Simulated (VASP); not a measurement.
Method: PBE GGA, VASP's PBE PAW potentials (set 64) (plane waves; VASP).

Input for VASP

KPOINTS:
```
K-points
0
G
7 7 1
```

POSCAR:
```
InPd
33.750
  0.0962962963   0.0000000000   0.0000000000
  0.0000000000   0.0962962963   0.0000000000
  0.0000000000   0.0000000000   0.5000000000
In Pd
2 2
direct
  0.5000000000   0.5000000000   0.3555560000
  0.5000000000   0.5000000000   0.5481480000
  0.0000000000   0.0000000000   0.4518520000
  0.0000000000   0.0000000000   0.6444440000
```

### INCAR
```
# general
SYSTEM   =  InPd
PREC     =  Accurate
ENCUT    =  300
LREAL    =  F
LASPH    =  T

# electronic loop
EDIFF    =  1E-6
NELM     =  100
ALGO     =  Normal
LMAXMIX  =  4

# smearing
ISMEAR   =  0
SIGMA    =  0.136

# functional
GGA      =  PE

# ions
ISIF     =  2

# output
LWAVE    =  F
LCHARG   =  F
```

POTCAR, in this order: In_d Pd (PBE.64 set). Program: vasp_std.

The cell holds a wide vacuum, so values per volume refer to the whole cell. Unless said otherwise, spin-orbit coupling is left out, though it shifts the bands of the heavy elements here.

Estimate the energy per atom (σ→0), largest force, band gap (on the k-mesh).

```yaml
energy per atom (σ→0): -3.961 eV/atom
band gap (on the k-mesh): none (metal, semimetal or under 0.01 eV)
largest_force: 1.014 eV/Å
```

OSZICAR:
```
...
DAV:  15    -0.158522256229E+02   -0.11874E-03   -0.89301E-05   513   0.107E-01    0.136E-02
DAV:  16    -0.158524298195E+02   -0.20420E-03   -0.42443E-05   575   0.481E-02    0.102E-02
DAV:  17    -0.158525927183E+02   -0.16290E-03   -0.10562E-05   488   0.303E-02    0.632E-03
DAV:  18    -0.158527287016E+02   -0.13598E-03   -0.74150E-06   452   0.142E-02    0.391E-03
DAV:  19    -0.158527573033E+02   -0.28602E-04   -0.13073E-06   400   0.618E-03    0.159E-03
DAV:  20    -0.158527703104E+02   -0.13007E-04   -0.94440E-07   388   0.674E-03    0.621E-04
DAV:  21    -0.158527711683E+02   -0.85787E-06   -0.74702E-08   339   0.417E-03
   1 F= -.15852771E+02 E0= -.15845181E+02  d E =-.151800E-01
```

The cell is a sheet with vacuum, built from a generated structure.
